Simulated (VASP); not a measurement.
OSZICAR of a VASP run on BaTiO3 (cubic perovskite):

**OSZICAR**
```
       N       E                     dE             d eps       ncg     rms          rms(c)
DAV:   1     0.470129133510E+03    0.47013E+03   -0.21399E+04   480   0.180E+03
DAV:   2    -0.601256620090E+01   -0.47614E+03   -0.46875E+03   608   0.492E+02
DAV:   3    -0.487167907702E+02   -0.42704E+02   -0.42663E+02   656   0.146E+02
DAV:   4    -0.509356156037E+02   -0.22188E+01   -0.22177E+01   696   0.293E+01
DAV:   5    -0.510071542077E+02   -0.71539E-01   -0.71536E-01   656   0.391E+00    0.233E+01
DAV:   6    -0.401338031735E+02    0.10873E+02   -0.74641E+01   760   0.766E+01    0.101E+01
DAV:   7    -0.401331621036E+02    0.64107E-03   -0.11534E+01   648   0.247E+01    0.638E+00
DAV:   8    -0.399572699199E+02    0.17589E+00   -0.10802E+00   664   0.101E+01    0.264E+00
DAV:   9    -0.399816024732E+02   -0.24333E-01   -0.21526E-01   632   0.335E+00    0.110E+00
DAV:  10    -0.399732907434E+02    0.83117E-02   -0.73079E-02   648   0.264E+00    0.515E-01
DAV:  11    -0.399709929632E+02    0.22978E-02   -0.16407E-02   664   0.102E+00    0.102E-01
DAV:  12    -0.399709855808E+02    0.73824E-05   -0.33540E-03   576   0.556E-01    0.907E-02
DAV:  13    -0.399708916382E+02    0.93943E-04   -0.38191E-04   608   0.146E-01    0.205E-02
DAV:  14    -0.399708948624E+02   -0.32242E-05   -0.23466E-05   672   0.346E-02    0.213E-02
DAV:  15    -0.399708930972E+02    0.17652E-05   -0.43062E-06   496   0.208E-02    0.120E-02
DAV:  16    -0.399708911781E+02    0.19191E-05   -0.72284E-06   536   0.197E-02    0.193E-03
DAV:  17    -0.399708912755E+02   -0.97395E-07   -0.40550E-07   256   0.630E-03
   1 F= -.41288729E+02 E0= -.41288729E+02  d E =-.412887E+02
       N       E                     dE             d eps       ncg     rms          rms(c)
DAV:   1    -0.399695154143E+02    0.13758E-02   -0.10717E-01   560   0.331E+00    0.500E-01
DAV:   2    -0.399663292061E+02    0.31862E-02   -0.11727E-02   568   0.101E+00    0.175E-01
DAV:   3    -0.399658703158E+02    0.45889E-03   -0.32609E-03   560   0.351E-01    0.504E-02
DAV:   4    -0.399658602881E+02    0.10028E-04   -0.58463E-04   704   0.144E-01    0.356E-02
DAV:   5    -0.399658800996E+02   -0.19811E-04   -0.63139E-05   672   0.649E-02    0.215E-02
DAV:   6    -0.399659032257E+02   -0.23126E-04   -0.46414E-05   720   0.345E-02    0.157E-02
DAV:   7    -0.399659118573E+02   -0.86316E-05   -0.10992E-05   648   0.213E-02    0.335E-03
DAV:   8    -0.399659122800E+02   -0.42267E-06   -0.98856E-07   344   0.612E-03
   2 F= -.41288770E+02 E0= -.41288770E+02  d E =-.407428E-04
       N       E                     dE             d eps       ncg     rms          rms(c)
DAV:   1    -0.399689866324E+02   -0.30748E-02   -0.21451E-02   560   0.148E+00    0.224E-01
DAV:   2    -0.399683534443E+02    0.63319E-03   -0.23743E-03   568   0.455E-01    0.782E-02
DAV:   3    -0.399682616952E+02    0.91749E-04   -0.66480E-04   576   0.157E-01    0.238E-02
DAV:   4    -0.399682567523E+02    0.49429E-05   -0.11950E-04   712   0.665E-02    0.156E-02
DAV:   5    -0.399682588788E+02   -0.21265E-05   -0.13035E-05   664   0.288E-02    0.955E-03
DAV:   6    -0.399682611821E+02   -0.23033E-05   -0.93629E-06   616   0.153E-02    0.707E-03
DAV:   7    -0.399682611538E+02    0.28269E-07   -0.22070E-06   480   0.950E-03
   3 F= -.41288868E+02 E0= -.41288868E+02  d E =-.139271E-03
```

Q: Which electronic solver shows in the log?

A: It is blocked Davidson (ALGO = Normal, or the opening steps of other solvers). The INCAR had ALGO = Normal.

Q: Can the final energy be trusted as converged?

A: The calculation finished and met its thresholds. It stopped with EDIFF = 1E-6, NELM = 100, NSW = 60 and EDIFFG = -0.02 after 3 ionic steps (PBE GGA with D3 dispersion (Becke-Johnson damping), plane waves, VASP's PBE PAW potentials (set 64)).

The compound is BaTiO3 in the cubic perovskite structure, the ideal cubic form; the compound distorts at low or room temperature. This run relaxes it. Symmetry was kept, so distortions that lower it aren't found. The start is the result of an earlier pass.
